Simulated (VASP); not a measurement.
Consider the following.

```
CELL_PARAMETERS angstrom
      0.00000     3.26905     3.26905
      3.26905     0.00000     3.26905
      3.26905     3.26905     0.00000
ATOMIC_POSITIONS crystal
  Te 0.25000 0.25000 0.25000
  Hg 0.00000 0.00000 0.00000
```

Level of theory: r2SCAN+rVV10, VASP's PBE PAW potentials (set 64) (plane waves; VASP 6.6.1). Run with 400 eV cut-off, 11×11×11 Γ-centred mesh, tetrahedra with Blöchl corrections, potentials Te Hg.

Unless said otherwise, spin-orbit coupling is left out, though it shifts the bands of the heavy elements here.

Q: Predict the energy per atom (σ→0), band gap (over mesh and band path) with the smallest direct gap where there is one.

A: 
```yaml
band gap (over mesh and band path): none (metal, semimetal or under 0.01 eV)
energy per atom (σ→0): -37.314 eV/atom
```

Only differences to runs with the same potentials and settings are physical.

The structure comes from a measured HgTe entry (F-43m) of the Crystallography Open Database, whose conditions weren't checked. It was relaxed first.
